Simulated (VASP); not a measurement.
**CsRe under changes of volume**

One of the cells (31.162 Å³/atom); the others are scaled copies at fixed shape and fractional positions:

```xyz
2
Lattice="0.0000 3.1468 3.1468 3.1468 0.0000 3.1468 3.1468 3.1468 0.0000" Properties=species:S:1:pos:R:3 pbc="T T T"
Cs    1.5734    1.5734    1.5734
Re    0.0000    0.0000    0.0000
```

The cell was built by a generator and needn't be a form met in nature.

* Program: VASP 6.6.1
* Functional: PBE
* Potentials or basis: VASP PAW PBE potentials, release 64 (Cs_sv, Re)
* Cutoff: 520 eV
* k mesh: 7 × 7 × 7
* Occupations: fermi-dirac, width 0.05 eV
* Spin: no spin polarisation

| volume (Å³/atom) | energy over the lowest point (meV/atom) | pressure (GPa) |
| --- | --- | --- |
| 28.718 | 67.99 | 5.3 |
| 29.329 | ? | ? |
| 29.940 | 35.58 | 3.6 |
| 31.162 | 13.08 | 2.2 |
| 31.773 | 5.40 | 1.6 |
| 32.384 | 0.00 | 1.1 |

**Question.** What does the run at 29.329 Å³/atom give?

**Answer.** Energy over the lowest point 50.27 meV/atom; pressure 4.3 GPa.

Worked out: A Birch-Murnaghan fit of order 3 (a polynomial in V^(-2/3)) to the other rows has no minimum within the range. It gives 50.52 meV/atom at 29.329 Å³/atom, against the run's 50.27, and -dE/dV = 4.2 GPa, against 4.3.

Energies are extrapolated to zero smearing.
